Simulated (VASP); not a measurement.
These are LDA (Ceperley-Alder, Perdew-Zunger), VASP's LDA PAW potentials (set 64) (plane waves; VASP) values and carry that method's errors.

A VASP calculation is set up with these files.

**INCAR**
```
ALGO  =  Normal
EDIFF  =  1E-6
ENCUT  =  300
ISIF  =  2
ISMEAR  =  -1
LASPH  =  T
LCHARG  =  F
LMAXMIX  =  4
LREAL  =  F
LWAVE  =  F
NELM  =  100
PREC  =  Accurate
SIGMA  =  0.01
SYSTEM  =  InSe
```

**KPOINTS**
```
K-points
0
Gamma
  6 6 2
0 0 0
```

File POSCAR:
```
InSe
4.047330
  1.0000000000   0.0000000000   0.0000000000
 -0.5000000000   0.8660255032   0.0000000000
  0.0000000000   0.0000000000   4.4602392194
In Se
4 4
Cartesian
  0.0000000000   0.0000000000   2.5752975229
  0.0000000000   0.0000000000   1.8849416965
 -0.0000005000   0.5773506242   4.1150613062
 -0.0000005000   0.5773506242   0.3451779132
  0.5000005000   0.2886748791   3.8045840542
  0.5000005000   0.2886748791   0.6556551653
 -0.0000005000   0.5773506242   2.8858639798
 -0.0000005000   0.5773506242   1.5743752397
```

POTCAR, in this order: In_d Se (LDA.64 set). Program: vasp_std.

At this cut-off the stress carries a Pulay error, which pulls relaxed volumes low. Gaps are read on the run's mesh, which can miss a band edge. Unless said otherwise, spin-orbit coupling is left out, though it shifts the bands of the heavy elements here.

Question: Predict the energy per atom (σ→0), pressure, largest force, band gap (on the k-mesh).

Answer: 
| Item | Result |
|---|---|
| energy per atom (σ→0) | -4.139 eV/atom |
| band gap (on the k-mesh) | 0.51 eV |
| pressure | -2.37 GPa |
| largest force | 0.00498 Ry/bohr |

OSZICAR:
```
...
DAV:   8    -0.331122856842E+02    0.13810E-01   -0.10042E-01  1796   0.305E+00    0.933E-01
DAV:   9    -0.331112045266E+02    0.10812E-02   -0.15210E-02  1481   0.482E-01    0.423E-01
DAV:  10    -0.331107512714E+02    0.45326E-03   -0.12694E-03  1919   0.351E-01    0.176E-01
DAV:  11    -0.331107529738E+02   -0.17024E-05   -0.43644E-04  1803   0.157E-01    0.435E-02
DAV:  12    -0.331107446029E+02    0.83710E-05   -0.52081E-05  1699   0.383E-02    0.267E-02
DAV:  13    -0.331107463195E+02   -0.17167E-05   -0.11763E-05  1480   0.206E-02    0.774E-03
DAV:  14    -0.331107459179E+02    0.40159E-06   -0.26309E-06   995   0.162E-02
   1 F= -.33110746E+02 E0= -.33110746E+02  d E =-.211214E-12
```

The structure comes from a computed database's InSe entry (P-6m2); how it stands against other phases isn't given here. The cell was not relaxed at this level. The run is one of a series of settings (KPOINTS 6×6×2 Γ-centred mesh against the base run), some of them coarse on purpose.
